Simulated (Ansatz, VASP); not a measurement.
**Pt2F: VASP beside Ansatz**

The input INCAR:

```
SYSTEM = Pt2F
  PREC = Accurate
  ENCUT = 600
  EDIFF = 1E-6
  ISMEAR = 0
  SIGMA = 0.1
  LREAL = .FALSE.
  LASPH = .TRUE.
  NELM = 100
  ALGO = Normal
  ISIF = 3
  LWAVE = .FALSE.
  LCHARG = .FALSE.
  GGA = PE
  IBRION = 2
  NSW = 100
  EDIFFG = -0.01
```

File KPOINTS:

```
regular mesh
0
G
  12 12 18
  0 0 0
```

The input POSCAR:

```
Pt2F
1.0
    4.4192345989      0.0000000000      0.0000000000
   -2.2096172994      3.8271694279      0.0000000000
    0.0000000000      0.0000000000      2.6500864216
Pt F
2 1
Direct
    0.3333333333      0.6666666667      0.5000000000
    0.6666666667      0.3333333333      0.5000000000
    0.0000000000      0.0000000000      0.0000000000
```

Input for Ansatz:

```yaml
crystal:
  lattice:
    - [4.4192345989, 0.0, 0.0]
    - [-2.2096172994, 3.8271694279, 0.0]
    - [0.0, 0.0, 2.6500864216]
  atoms:
    - { symbol: Pt, position: [0.3333333333, 0.6666666667, 0.5] }
    - { symbol: Pt, position: [0.6666666667, 0.3333333333, 0.5] }
    - { symbol: F, position: [0.0, 0.0, 0.0] }
basis:
  ecutwfc: 420
kpoints:
  mp_grid: { grid: [12, 12, 18] }
hamiltonian:
  xc: pbe
scf:
  occupations: { method: gaussian, width: 0.1 }
output:
  forces: true
  stress: true
  eigenvalues: true
relax:
  adjacent_minimum: "off"
  f_tol: 0.01
  max_steps: 80
  cell: { stress_tol: 0.05 }
```

Alike in both runs: task relaxation of cell and atoms; functional PBE; k mesh 12 × 12 × 18; occupations gaussian, width 0.1 eV; no spin polarisation.

|  | VASP | Ansatz |
| --- | --- | --- |
| version | VASP 6.6.1 | Ansatz 0.2.0 |
| potentials or method | VASP PAW PBE potentials, release 64 (Pt, F) | scalar-relativistic, plane waves, PAW |
| plane-wave cutoff (eV) | 600 | 420 |
| valence electrons in the cell | 27 | 43 |

|  | VASP | Ansatz | Ansatz less VASP |
| --- | --- | --- | --- |
| gap on the k mesh at the Fermi level, each at its own relaxed structure (eV) | none | none | - |
| relaxed volume (Å³/atom) | 14.89 | 14.93 | +0.038 |
| relaxed cell length with the largest relative difference (Å) | 2.635 | 2.638 | +0.0026 |

A gap of «none» marks a metal or a gap that the smearing closes. The two sets of potentials don't hold the same shells in valence.

Caveats: an odd number of electrons without spin polarisation forces a metal; a magnetic or distorted state may lie lower. The runs have no spin-orbit coupling, so splittings on Pt are missing.
